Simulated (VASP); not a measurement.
# TaRu in VASP: a series of runs, part 3 of 3

VASP 6.6.1. The steps go on from the part before.

### Step 5. Relaxation of the atoms, PBEsol+D4

INCAR reads:

```
SYSTEM = TaRu
ALGO = Normal ; DIPOL = 0.5 0.5 0.500
EDIFF = 1E-6 ; EDIFFG = -0.01
ENCUT = 520 ; GGA = PS
IBRION = 2 ; IDIPOL = 3
ISIF = 2 ; ISMEAR = -1
IVDW = 13 ; LASPH = .TRUE.
LCHARG = .FALSE. ; LDIPOL = .TRUE.
LREAL = .FALSE. ; LWAVE = .FALSE.
NELM = 60 ; NSW = 40
PREC = Accurate ; SIGMA = 0.05
```

KPOINTS reads:

```
k-points
0
G
  6 6 1
  0 0 0
```

POSCAR reads:

```
TaRu
1.0
    3.1870000000      0.0000000000      0.0000000000
    0.0000000000      3.1870000000      0.0000000000
    0.0000000000      0.0000000000     26.1545000000
Ta Ru
4 4
Selective dynamics
Direct
    0.5000000000      0.5000000000      0.2867575369  F F F
    0.5000000000      0.5000000000      0.4086103730  F F F
    0.5000000000      0.5000000000      0.5304632090  T T T
    0.5000000000      0.5000000000      0.6523160450  T T T
    0.0000000000      0.0000000000      0.3476839550  F F F
    0.0000000000      0.0000000000      0.4695367910  F F F
    0.0000000000      0.0000000000      0.5913896270  T T T
    0.0000000000      0.0000000000      0.7132424631  T T T
```

Potentials or basis: VASP PAW PBE potentials, release 64 (Ta_pv, Ru_pv).

Launch:

```sh
cat potpaw_PBE.64/Ta_pv/POTCAR potpaw_PBE.64/Ru_pv/POTCAR > POTCAR
mpirun -np 1 vasp_std > vasp.out
```

OUTCAR:

```text
SYSTEM = TaRu
   EDIFF = 1E-6
   EDIFFG = -0.01
   ENCUT = 520
   GGA = PS
   IBRION = 2
   ISIF = 2
   ISMEAR = -1
   IVDW = 13
   LASPH = .TRUE.
   LREAL = .FALSE.
   NELM = 60
   NSW = 40
   PREC = Accurate

 ion  position               nearest neighbor table
   1  0.500  0.500  0.287-   5 2.76   5 2.76   5 2.76   5 2.76   2 3.19
   2  0.500  0.500  0.409-   5 2.76   6 2.76   5 2.76   6 2.76   5 2.76   6 2.76   5 2.76   6 2.76
                             3 3.19   1 3.19
   3  0.500  0.500  0.530-   6 2.76   6 2.76   6 2.76   6 2.76   7 2.76   7 2.76   7 2.76   7 2.76
                             2 3.19   4 3.19
   4  0.500  0.500  0.652-   7 2.76   7 2.76   7 2.76   7 2.76   8 2.76   8 2.76   8 2.76   8 2.76
                             3 3.19
   5  0.000  0.000  0.348-   2 2.76   2 2.76   2 2.76   2 2.76   1 2.76   1 2.76   1 2.76   1 2.76
                             6 3.19
   6  0.000  0.000  0.470-   3 2.76   3 2.76   3 2.76   3 2.76   2 2.76   2 2.76   2 2.76   2 2.76
                             7 3.19   5 3.19
   7  0.000  0.000  0.591-   3 2.76   4 2.76   3 2.76   4 2.76   3 2.76   4 2.76   3 2.76   4 2.76
                             6 3.19   8 3.19
   8  0.000  0.000  0.713-   4 2.76   4 2.76   4 2.76   4 2.76   7 3.19

  LATTYP: Found a simple tetragonal cell.
 ALAT       =     3.1870000000
 C/A-ratio  =     8.2066206464

  Lattice vectors:

 A1 = (   3.1870000000,   0.0000000000,   0.0000000000)
 A2 = (   0.0000000000,   3.1870000000,   0.0000000000)
 A3 = (   0.0000000000,   0.0000000000,  26.1545000000)

Analysis of symmetry for initial positions (statically):
=====================================================================
 Subroutine PRICEL returns:
 Original cell was already a primitive cell.

 Routine SETGRP: Setting up the symmetry group for a
 simple tetragonal supercell.

 Subroutine GETGRP returns: Found  8 space group operations
 (whereof  8 operations were pure point group operations)
 out of a pool of 16 trial point group operations.

The static configuration has the point symmetry C_4v.

Analysis of symmetry for dynamics (positions and initial velocities):
=====================================================================
 Subroutine PRICEL returns:
[... 181 lines left out ...]

  FORCE on cell =-STRESS in cart. coord.  units (eV):
  Direction    XX          YY          ZZ          XY          YZ          ZX
  --------------------------------------------------------------------------------------
  -------------------------------------------------------------------------------------
  Total     -17.45405   -17.45405   -14.13036     0.00000     0.00000     0.00000
  in kB    -105.26797  -105.26797   -85.22232     0.00000     0.00000     0.00000
  external pressure =      -98.59 kB  Pullay stress =        0.00 kB
[... 115 lines left out ...]
  FREE ENERGIE OF THE ION-ELECTRON SYSTEM (eV)
  ---------------------------------------------------
  free  energy   TOTEN  =       -90.5348774921 eV

  energy  without entropy=      -90.4538169528  energy(sigma->0) =      -90.49434722

 dipolmoment           0.000000      0.000000      0.006137 electrons x Angstroem

[... ionic steps 4 to 25 ...]

--------------------------------------- Ionic step       26  -------------------------------------------

 number of electron      99.9999987 magnetization

------------------------ aborting loop because EDIFF is reached ----------------------------------------
[... 87 lines left out ...]
--------------------------------------- Ionic step       28  -------------------------------------------

 number of electron      99.9999987 magnetization

 dipolmoment           0.000000      0.000000     -0.032984 electrons x Angstroem

 Free energy of the ion-electron system (eV)
  ---------------------------------------------------
  ext. energy  EPLUGINS =         0.00000000
  ---------------------------------------------------
  free energy    TOTEN  =       -89.12605294 eV

  energy without entropy =      -89.05122160  energy(sigma->0) =      -89.08863727

 E-fermi :   2.2412     XC(G=0):  -7.2195

 val. band max:        2.2263511197   @ k =   0.5000   0.0000   0.0000
 cond. band min:       2.2612709542   @ k =   0.5000   0.3333   0.0000
 fundamental gap:      0.0349198344
 Fermi energy:         2.2411824953

 k-point     1 :       0.0000    0.0000    0.0000
  band No.  band energies     occupation
      1     -40.9572      2.00000
      2     -40.8735      2.00000
      3     -40.8511      2.00000
      4     -40.8511      2.00000
      5     -40.8445      2.00000
      6     -40.7954      2.00000
[... 619 lines left out ...]
     59       4.2543      0.00000
     60       4.2543      0.00000

------------------------ aborting loop because EDIFF is reached ----------------------------------------

 vacuum level on the upper side and lower side of the slab       (xc-potential included)        -0.298         0.196

  DFT-D4 for vdW energy calculation

  Edisp (eV):   -1.59020

  FORCE on cell =-STRESS in cart. coord.  units (eV):
  Direction    XX          YY          ZZ          XY          YZ          ZX
  --------------------------------------------------------------------------------------
  -------------------------------------------------------------------------------------
  Total      -9.58976    -9.58976    -5.09602     0.00000     0.00000     0.00000
  in kB     -57.83727   -57.83727   -30.73485     0.00000     0.00000     0.00000
  external pressure =      -48.80 kB  Pullay stress =        0.00 kB
[... 23 lines left out ...]
  FREE ENERGIE OF THE ION-ELECTRON SYSTEM (eV)
  ---------------------------------------------------
  free  energy   TOTEN  =       -90.7162480309 eV

  energy  without entropy=      -90.6414166917  energy(sigma->0) =      -90.67883236

 reached required accuracy - stopping structural energy minimisation

 vacuum level on the upper side and lower side of the slab         6.296         6.801
```

CONTCAR:

```text
TaRu
   1.00000000000000
     3.1869999999999998    0.0000000000000000    0.0000000000000000
     0.0000000000000000    3.1869999999999998    0.0000000000000000
     0.0000000000000000    0.0000000000000000   26.1544999999999987
  Ta              Ru
     4     4
Selective dynamics
Direct
     0.5000000000000000    0.5000000000000000    0.2867575368999979   F   F   F
     0.5000000000000000    0.5000000000000000    0.4086103730000019   F   F   F
     0.5000000000000000    0.5000000000000000    0.5266169443628772   T   T   T
     0.5000000000000000    0.5000000000000000    0.6472502819863599   T   T   T
     0.0000000000000000    0.0000000000000000    0.3476839550000008   F   F   F
     0.0000000000000000    0.0000000000000000    0.4695367910000030   F   F   F
     0.0000000000000000    0.0000000000000000    0.5840496859116536   T   T   T
     0.0000000000000000    0.0000000000000000    0.6938553518655608   T   T   T

  0.00000000E+00  0.00000000E+00  0.00000000E+00
  0.00000000E+00  0.00000000E+00  0.00000000E+00
  0.00000000E+00  0.00000000E+00  0.00000000E+00
  0.00000000E+00  0.00000000E+00  0.00000000E+00
  0.00000000E+00  0.00000000E+00  0.00000000E+00
  0.00000000E+00  0.00000000E+00  0.00000000E+00
  0.00000000E+00  0.00000000E+00  0.00000000E+00
  0.00000000E+00  0.00000000E+00  0.00000000E+00
```

It took 30 min on 1 thread of Intel Xeon 6975P-C (Granite Rapids), shared host; peak memory 0.42 GiB.

Results:

```
Free energy                : -90.7162 eV
Energy gained by relaxing  : 92.1 meV/atom
Ionic steps                : 28
Band gap on the k mesh     : none (metal or under the smearing width)
Dispersion energy per atom : -0.199 eV
```

The path:
| step | energy change (eV) | largest force (eV/Å) | pressure (GPa) |
| --- | --- | --- | --- |
| 1 | 0.0000 | 3.3214 | -9.86 |
| 2 | -0.5302 | 1.3565 | -8.68 |
| 3 | -0.5552 | 1.3522 | -8.15 |
| 4 | -0.5553 | 1.3529 | -8.20 |
| 5 | -0.5922 | 1.3469 | -7.92 |
| 6 | -0.6133 | 1.5413 | -4.16 |
| 7 | -0.6132 | 1.3422 | -7.65 |
| 8 | -0.6215 | 1.3401 | -7.24 |
| 9 | -0.6219 | 1.3393 | -6.75 |
| 10 | -0.6466 | 1.3434 | -7.02 |
| 11 | -0.6554 | 1.3496 | -6.87 |
| 12 | -0.6740 | 1.3537 | -6.59 |
| 13 | -0.7133 | 1.3687 | -5.66 |
| 14 | -0.6806 | 1.4012 | -2.90 |
| 15 | -0.7214 | 1.3773 | -5.04 |
| 16 | -0.7336 | 1.3747 | -4.54 |
| 17 | -0.7344 | 1.3752 | -4.25 |
| 18 | -0.7340 | 1.3773 | -5.35 |
| 19 | -0.7364 | 1.3756 | -5.02 |
| 20 | -0.7364 | 1.3757 | -5.00 |
| 21 | -0.7364 | 1.3762 | -5.01 |
| 22 | -0.7364 | 1.3765 | -5.01 |
| 23 | -0.7364 | 1.3764 | -4.97 |
| 24 | -0.7365 | 1.3766 | -4.88 |
| 25 | -0.7365 | 1.3763 | -4.89 |
| 26 | -0.7365 | 1.3779 | -4.87 |
| 27 | -0.7365 | 1.3776 | -4.88 |
| 28 | -0.7366 | 1.3774 | -4.88 |

Final structure:
```cif
data_structure
_symmetry_space_group_name_H-M 'P 1'
_symmetry_Int_Tables_number 1
_cell_length_a 3.1870
_cell_length_b 3.1870
_cell_length_c 26.1545
_cell_angle_alpha 90.000
_cell_angle_beta 90.000
_cell_angle_gamma 90.000
_cell_volume 265.65
loop_
_atom_site_label
_atom_site_type_symbol
_atom_site_fract_x
_atom_site_fract_y
_atom_site_fract_z
_atom_site_occupancy
Ta1 Ta 0.50000 0.50000 0.28676 1
Ta2 Ta 0.50000 0.50000 0.40861 1
Ta3 Ta 0.50000 0.50000 0.52662 1
Ta4 Ta 0.50000 0.50000 0.64725 1
Ru1 Ru 0.00000 0.00000 0.34768 1
Ru2 Ru 0.00000 0.00000 0.46954 1
Ru3 Ru 0.00000 0.00000 0.58405 1
Ru4 Ru 0.00000 0.00000 0.69386 1
```

Levels at points of the mesh, in eV from the Fermi level:
```csv
k point,band 48,band 49,band 50,band 51,band 52,band 53
"(0.00, 0.00, 0.00)",-1.36,-1.33,-0.56,-0.54,-0.10,0.17
"(0.50, 0.00, 0.00)",-0.58,-0.36,-0.25,-0.01,0.16,0.45
"(0.50, 0.50, 0.00)",-0.37,-0.29,-0.15,-0.09,0.08,0.17
```

Caveat: the PAW data sets were made with another functional, which shifts forces and pressure a little. The run has no spin-orbit coupling, so splittings on Ta are missing.

### Step 6. The runs side by side

| level | gap on the mesh (eV) |
| --- | --- |
| PBEsol | none |
| PBEsol+D3 | none |
| PBEsol+D3(BJ) | none |
| PBEsol+D4 | none |

Alike in all rows: task relaxation of the atoms; potentials or basis VASP PAW PBE potentials, release 64 (Ta_pv, Ru_pv); no spin polarisation; cell atoms relaxed; k mesh 6 × 6 × 1; cutoff (eV) 520; smearing fermi-dirac 0.05 eV.

Caveats: the PAW data sets were made with another functional, which shifts forces and pressure a little.

Absolute energies hang on the potentials; compare differences alone.
